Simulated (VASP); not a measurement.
Input:

```yaml
crystal:
  lattice:
    - [4.39980, 0.00000, 0.00000]
    - [-2.19990, 3.81034, 0.00000]
    - [0.00000, 0.00000, 7.72827]
  atoms:
    - { symbol: Ba, position: [0.00000, 0.00000, 0.00000] }
    - { symbol: Ba, position: [0.00000, 0.00000, 0.50000] }
    - { symbol: S, position: [0.33333, 0.66667, 0.25000] }
    - { symbol: S, position: [0.66667, 0.33333, 0.75000] }
```

These are PBEsol GGA, VASP's PBE PAW potentials (set 64) (plane waves; VASP 6.6.1) values and carry that method's errors. Settings: 500 eV cut-off, 6×6×3 Γ-centred mesh, Gaussian smearing of 0.050 eV, potentials Ba_sv S.

Unless said otherwise, spin-orbit coupling is left out, though it shifts the bands of the heavy elements here.

### Question
Predict the energy per atom (σ→0), band gap (on the k-mesh) with the smallest direct gap where there is one.

### Answer

```yaml
band gap (on the k-mesh): 2.17 eV
smallest direct gap (on the k-mesh): 2.17 eV
energy per atom (σ→0): -5.255 eV/atom
```

The structure was generated: BaS was put into the NiAs type type (P6_3/mmc), which need not be its known phase. It was relaxed first, which changed the volume by -19 %.
